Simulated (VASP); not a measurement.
An input for Ansatz (written as the equivalent of a VASP run, and not itself run):

Ansatz 0.2 input:
```yaml
crystal:
  lattice:
    - [1.4336162, -2.4830962, 0.0000000]
    - [1.4336162, 2.4830962, 0.0000000]
    - [0.0000000, 0.0000000, 4.5243336]
  atoms:
    - { symbol: Ti, position: [0.3333330, 0.6666670, 0.2500000] }
    - { symbol: Ti, position: [0.6666670, 0.3333330, 0.7500000] }
kpoints:
  mp_grid: { grid: [15, 15, 8] }
hamiltonian:
  xc: r2scan
  pseudopotentials: { kind: paw }
scf:
  occupations: { method: methfessel_paxton, width: 0.1 }
  max_iter: 100
relax:
  max_steps: 40
  f_tol: 0.02
  cell: { p_target: 10 }
output: { forces: true, stress: true, eigenvalues: true }
```

Task: Translate this input to VASP (INCAR, KPOINTS, POSCAR, choice of POTCAR).

Result: This is not unique; one that fits is 
File KPOINTS:
```
Automatic mesh
0
Gamma
15 15 8
0 0 0
```

### INCAR
```
SYSTEM = Ti
PREC = Accurate
ENCUT = 500
EDIFF = 1E-6
NELM = 100
ALGO = Normal
LREAL = .FALSE.
LASPH = .TRUE.
ISMEAR = 1
SIGMA = 0.1
METAGGA = R2SCAN
LMIXTAU = .TRUE.
LMAXMIX = 4
LWAVE = .FALSE.
LCHARG = .FALSE.
IBRION = 2
ISIF = 3
NSW = 40
EDIFFG = -0.02
PSTRESS = 100
```

### POSCAR
```
Ti
1.0
  1.4336162451  -2.4830962332   0.0000000000
  1.4336162451   2.4830962332   0.0000000000
  0.0000000000   0.0000000000   4.5243336320
Ti
2
Direct
  0.3333330000   0.6666670000   0.2500000000
  0.6666670000   0.3333330000   0.7500000000
```

POTCAR, in this order: Ti_sv (PBE.64 set). Program: vasp_std.

The two are equivalent in intent, not identical: each code has its own PAW files, so the cut-off isn't converted (ENCUT is set for VASP's; basis.ecutwfc is left out, and Ansatz then takes the one that its files recommend); Ansatz stops its SCF on the density residual and VASP on the energy change (EDIFF).

The compound is Ti in the hcp structure. It was relaxed first under an external pressure of 10 GPa.
